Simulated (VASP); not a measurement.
Data:

```xyz
2
Lattice="0.0000 3.0000 3.0000 3.0000 0.0000 3.0000 3.0000 3.0000 0.0000" Properties=species:S:1:pos:R:3 pbc="T T T"
Hg     0.0000     0.0000     0.0000
S      1.5000     1.5000     1.5000
```

These are revPBE GGA, VASP's PBE PAW potentials (set 64) (plane waves; VASP 6.6.1) values and carry that method's errors. Run with 520 eV cut-off, 10×10×10 Γ-centred mesh, first-order Methfessel-Paxton smearing of 0.10 eV, potentials Hg S.

The job: HgS (zinc blende), 2 atoms, revPBE, static run, 520 eV, 10×10×10 Γ-centred mesh. Roughly how much core time does it take on a busy server core?

About 20 core-seconds (one run on a shared machine, a rough figure). It had 47 irreducible k-points, 13 bands, up to 1470 plane waves and 15 electronic steps.

The compound is HgS in the zinc blende structure, metacinnabar; cinnabar is the stable form. This cell is one point of a volume scan, at 0.97 of the reference volume.
